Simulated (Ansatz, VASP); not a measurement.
# AlGaAsN in two plane-wave programs, part 2 of 2

Wanted: the spread between two codes on one cell, functional and k mesh. The cell is invented: As first built, before any earlier steps moved the atoms (in the runner's words): it takes the AlGaN2 structure with some of its atoms replaced by other elements, volume scaled by an estimate. It may not be a known or stable phase. The cell is taken from a series of VASP runs on this material, whose earlier steps may have relaxed, scaled or displaced it; both programs get it as it stands.

VASP 6.6.1 and Ansatz 0.2.0.

So far: The starting structure; Ansatz: band structure, HSE06.

## 3. VASP: band structure, HSE06

Level of this step: HSE06; plane waves and PAW (As, Ga_d, Al, N); invented cell (VASP).

The same cell, functional, mesh and smearing now go to VASP, with its own data sets and cutoff.

Lines of VASP's logs that name or quote its potential files are left out, and so is its time.

The run reads the wave functions of an earlier VASP run, which isn't shown here.

Input file INCAR:

```
SYSTEM = AlGaAsN
PREC = Accurate
ENCUT = 520
EDIFF = 1E-06
NELM = 100
ISMEAR = -1
SIGMA = 0.05
LREAL = .FALSE.
ALGO = Normal
LHFCALC = .TRUE.
AEXX = 0.25
GGA = PE
HFSCREEN = 0.2
LASPH = .TRUE.
NBANDS = 19
PRECFOCK = Fast
LORBIT = 11
LWAVE = .FALSE.
LCHARG = .FALSE.
KPAR = 2
```

Input file POSCAR:

```
AlGaAsN
1.0
    3.5327190379      0.0000000000      0.0000000000
   -1.7663595190      3.0594241788      0.0000000000
    0.0000000000      0.0000000000      6.0245879883
As Ga Al N
1 1 1 1
Direct
    0.0000000000      0.0000000000      0.6321345327
    0.6666666700      0.3333333300      0.4440523102
    0.0000000000      0.0000000000      0.0462720779
    0.6666666700      0.3333333300      0.1139410893
```

Input file KPOINTS:

```
Automatic mesh
0
Gamma
5 5 3
0 0 0
```

Input file KPOINTS_OPT:

```
Line mode
6
Line-mode
Reciprocal
  0.00000000   0.00000000   0.00000000 GAMMA
  0.50000000   0.00000000   0.00000000 M

  0.50000000   0.00000000   0.00000000 M
  0.33333333   0.33333333   0.00000000 K

  0.33333333   0.33333333   0.00000000 K
  0.00000000   0.00000000   0.00000000 GAMMA

  0.00000000   0.00000000   0.00000000 GAMMA
  0.00000000   0.00000000   0.50000000 A

  0.00000000   0.00000000   0.50000000 A
  0.50000000   0.00000000   0.50000000 L

  0.50000000   0.00000000   0.50000000 L
  0.33333333   0.33333333   0.50000000 H

  0.33333333   0.33333333   0.50000000 H
  0.00000000   0.00000000   0.50000000 A

  0.50000000   0.00000000   0.50000000 L
  0.50000000   0.00000000   0.00000000 M

  0.33333333   0.33333333   0.00000000 K
  0.33333333   0.33333333   0.50000000 H
```

PAW data sets: As, Ga_d, Al and N (PBE family, release 64).

Started as:

```
mpirun -np 2 vasp_std
```

Numbers of over 12 decimals in the logs are rounded to 6 here.

The log of the run:

```text
[banner, memory and clock lines left out]
running    2 mpi-ranks, on    1 nodes
 distrk:  each k-point on    1 cores,    2 groups
 distr:  one band on    1 cores,    1 groups

 POSCAR found type information on POSCAR AsGaAlN
 POSCAR found :  4 types and       4 ions
 LDA part: xc-table for (Slater+PW92), standard interpolation
 found WAVECAR, reading the header
 POSCAR, INCAR and KPOINTS ok, starting setup
 FFT: planning ... GRIDC
 FFT: planning ... GRID_SOFT
 FFT: planning ... GRID
 reading WAVECAR
 the WAVECAR file was read successfully
 initial charge from wavefunction
 entering main loop
       N       E                     dE             d eps       ncg     rms          rms(c)
DAV:   1    -0.249147182036E+02   -0.24915E+02   -0.13619E+00   695   0.235E+01    0.711E+00
DAV:   2    -0.249161304882E+02   -0.14123E-02   -0.11698E-01   682   0.638E+00    0.513E+00
DAV:   3    -0.249111079252E+02    0.50226E-02   -0.21712E-02   684   0.237E+00    0.345E+00
DAV:   4    -0.249099945074E+02    0.11134E-02   -0.52013E-03   659   0.561E-01    0.215E+00
DAV:   5    -0.249096754704E+02    0.31904E-03   -0.68205E-04   564   0.169E-01    0.130E+00
DAV:   6    -0.249095602550E+02    0.11522E-03   -0.98392E-05   585   0.102E-01    0.781E-01
DAV:   7    -0.249095167155E+02    0.43539E-04   -0.48416E-05   636   0.661E-02    0.472E-01
DAV:   8    -0.249095035157E+02    0.13200E-04   -0.15484E-05   582   0.283E-02    0.276E-01
DAV:   9    -0.249094986687E+02    0.48470E-05   -0.34536E-06   535   0.134E-02    0.161E-01
DAV:  10    -0.249094972563E+02    0.14124E-05   -0.12886E-06   431   0.769E-03    0.939E-02
DAV:  11    -0.249094968585E+02    0.39784E-06   -0.51408E-07   350   0.643E-03
   1 F= -.24909497E+02 E0= -.24907732E+02  d E =-.352951E-02
 Start KPOINTS_OPT (optional k-point list driver)
k-point batch [1-12\54]
       N       E                     dE             ncg
DAV:   1     0.874688790492E+03   -0.74767E+04      467
DAV:   2    -0.141377279502E+04   -0.22885E+04      475
DAV:   3    -0.171916973000E+04   -0.30540E+03      525
DAV:   4    -0.173695196749E+04   -0.17782E+02      585
DAV:   5    -0.173748292537E+04   -0.53096E+00      625
DAV:   6    -0.173749398248E+04   -0.11057E-01      655
DAV:   7    -0.173749414476E+04   -0.16228E-03      661
DAV:   8    -0.173749414724E+04   -0.24713E-05      537
DAV:   9    -0.173749414735E+04   -0.11156E-06      522
[...]
k-point batch [49-54\54]
       N       E                     dE             ncg
DAV:   1     0.580863386022E+04   -0.55443E+04      228
DAV:   2     0.472241526689E+04   -0.10862E+04      231
DAV:   3     0.459112082829E+04   -0.13129E+03      270
DAV:   4     0.458486996147E+04   -0.62509E+01      277
DAV:   5     0.458470677852E+04   -0.16318E+00      290
DAV:   6     0.458470147183E+04   -0.53067E-02      320
DAV:   7     0.458470136767E+04   -0.10416E-03      312
DAV:   8     0.458470136516E+04   -0.25091E-05      256
DAV:   9     0.458470136507E+04   -0.93627E-07      248
```

Parts of OUTCAR (step 3):

```text
ion  position               nearest neighbor table
   1  0.000  0.000  0.632-   2 2.33   2 2.33   2 2.33   3 2.50
   2  0.667  0.333  0.444-   4 1.99   1 2.33   1 2.33   1 2.33
   3  0.000  0.000  0.046-   4 2.08   4 2.08   4 2.08   1 2.50
   4  0.667  0.333  0.114-   2 1.99   3 2.08   3 2.08   3 2.08

  LATTYP: Found a hexagonal cell.
 ALAT       =     3.5327190379
 C/A-ratio  =     1.7053685628

 Subroutine GETGRP returns: Found  6 space group operations
 (whereof  6 operations were pure point group operations)

The static configuration has the point symmetry C_3v.

 Found     12 irreducible k-points:

   k-points           NKPTS =     12   k-points in BZ     NKDIM =     75   number of bands    NBANDS=     19

   dimension x,y,z NGX =    28 NGY =   28 NGZ =   48
   dimension x,y,z NGXF=    56 NGYF=   56 NGZF=   96

   ENCUT  =  520.0 eV  38.22 Ry    6.18 a.u.   6.57  6.57 11.20*2*pi/ulx,y,z

   NELECT =      26.0000    total number of electrons

 k-points in reciprocal lattice and weights: Automatic mesh
   0.00000000  0.00000000  0.00000000       0.013
   0.20000000  0.00000000  0.00000000       0.080
   0.40000000  0.00000000  0.00000000       0.080
   0.20000000  0.20000000  0.00000000       0.080
   0.40000000  0.20000000  0.00000000       0.080
   0.00000000  0.00000000  0.33333333       0.027
   0.20000000  0.00000000  0.33333333       0.080
   0.00000000  0.20000000  0.33333333       0.080
   0.40000000  0.00000000  0.33333333       0.080
   0.00000000  0.40000000  0.33333333       0.080
   0.20000000  0.20000000  0.33333333       0.160
   0.40000000  0.20000000  0.33333333       0.160

  exchange ACFDT corr.  =         0.00000000  see jH, gK, PRB 81, 115126

 average (electrostatic) potential at core
       1 -44.2312       2 -57.4009       3 -71.9846       4 -58.4754

 E-fermi :   6.5534

 k-point     1 :       0.0000    0.0000    0.0000
  band No.  band energies     occupation
    ...
     10       1.5106      2.00000
     11       3.5424      2.00000
     12       5.2984      2.00000
     13       6.5184      1.33645
     14       6.5184      1.33643
     15      10.4189      0.00000
     16      11.8371      0.00000
     17      11.8371      0.00000
     18      12.1862      0.00000
     19      13.5556      0.00000

 k-point     2 :       0.2000    0.0000    0.0000
  band No.  band energies     occupation
    ...
      9      -0.1097      2.00000
     10       1.1948      2.00000
     11       3.0455      2.00000
     12       3.4861      2.00000
     13       5.6004      2.00000
     14       6.8290      0.00804
     15       9.9724      0.00000
     16      11.3784      0.00000
     17      12.0315      0.00000
     18      12.5335      0.00000
    ...

 k-point     3 :       0.4000    0.0000    0.0000
  band No.  band energies     occupation
    ...
      9      -1.1504      2.00000
     10      -0.0053      2.00000
     11       0.7408      2.00000
     12       2.2654      2.00000
     13       4.5930      2.00000
     14       7.7009      0.00000
     15       9.0913      0.00000
     16       9.7569      0.00000
     17      11.6548      0.00000
     18      12.0997      0.00000
    ...

  energy-cutoff  :      520.00
  volume of cell :       65.11
      direct lattice vectors                 reciprocal lattice vectors
     3.532719038  0.000000000  0.000000000     0.283068081  0.163429446  0.000000000
    -1.766359519  3.059424179  0.000000000     0.000000000  0.326858893  0.000000000
     0.000000000  0.000000000  6.024587988     0.000000000  0.000000000  0.165986454

 POSITION                                       TOTAL-FORCE (eV/Angst)
 -----------------------------------------------------------------------------------
      0.00000      0.00000      3.80835         0.000000     -0.000000     -0.284875
      1.76636      1.01981      2.67523         0.000000     -0.000000      0.316206
      0.00000      0.00000      0.27877         0.000000     -0.000000     -0.307301
      1.76636      1.01981      0.68645        -0.000000      0.000000      0.275970
 -----------------------------------------------------------------------------------
    total drift:                               -0.000016      0.000003      0.000615

  FREE ENERGIE OF THE ION-ELECTRON SYSTEM (eV)
  ---------------------------------------------------
  free  energy   TOTEN  =       -24.9094968585 eV

  energy  without entropy=      -24.9059673518  energy(sigma->0) =      -24.90773211

 total charge
# of ion       s       p       d       tot
------------------------------------------
    1        1.218   1.773   0.040   3.031
    2        0.829   0.954  10.086  11.869
    3        0.397   0.322   0.000   0.719
    4        1.231   2.427   0.000   3.657
--------------------------------------------------
tot          3.674   5.475  10.127  19.276

[... 3 further parts left out ...]
```

Spin-orbit coupling is off here; it would split degenerate levels.

## 4. Comparison

Known differences besides the potentials themselves: exact exchange at q = 0 is treated differently, which shows on coarse meshes; VASP keeps PBE cores, Ansatz makes them for the functional; the data sets hold 36 valence electrons in Ansatz (default PAW (the set named soft_2) files) and 26 in VASP; the cutoff is 420 eV in Ansatz and 520 eV in VASP; VASP takes a coarser grid for exact exchange (PRECFOCK = Fast). Total energies have different zeros and are not compared.

Forces (eV/Å; atoms numbered as in POSCAR):

| atom | Ansatz x, y, z | VASP x, y, z |
| --- | --- | --- |
| As1 | 0.000, 0.000, -0.265 | 0.000, 0.000, -0.285 |
| Ga2 | 0.000, 0.000, 0.273 | 0.000, 0.000, 0.316 |
| Al3 | 0.000, 0.000, -0.278 | 0.000, 0.000, -0.307 |
| N4 | 0.000, 0.000, 0.270 | 0.000, 0.000, 0.276 |

The forces differ by 16 meV/Å r.m.s., which is 9.4 % of the r.m.s. force of 0.17 eV/Å (both taken over all components). Levels from 3 eV below to 2 eV above the Fermi level differ by 9 meV r.m.s. and 17 meV at most; each VASP level is matched to the nearest of Ansatz, which flatters the figure a little.

## 5. Other set-ups

Further runs change the set-up of one program: Ansatz's method, potentials or start, or VASP's data sets, cutoff or form of LDA. The table gives Ansatz less VASP for each quantity, since a change that brings one quantity closer may part another.

| run | r.m.s. force difference (meV/Å) |
| --- | --- |
| as above | 16 |
| cores kept as stored | 16 |
| norm-conserving potentials (cutoff 1240 eV) | 141 |

## 6. Results

```
r.m.s. force difference (band structure, HSE06) : 16 meV/Å
```

What this shows: The r.m.s. force difference is 16 meV/Å (band structure, HSE06), beyond the 12 meV/Å picked in this series as the mark of a large difference. Band structure, HSE06, norm-conserving potentials (cutoff 1240 eV): r.m.s. force difference goes from 16 to 141 meV/Å. 1 further run of this series is not shown here. Such differences can come from data sets, numerical settings and the points named under the comparisons, not from the functional's error against experiment.

[Lines on the potential files, build, host, timing and source positions are cut from VASP's logs without a mark.]

[Logs are printed without paths, hosts, clocks, repeated set-up lines and the standing remarks that a program may print on its own settings, such as how far it seeks lower states.]

[Hosts, paths, dates, database ids (printed as entryN), source tags and the programs' standing remarks are cut or masked in the printed files.]
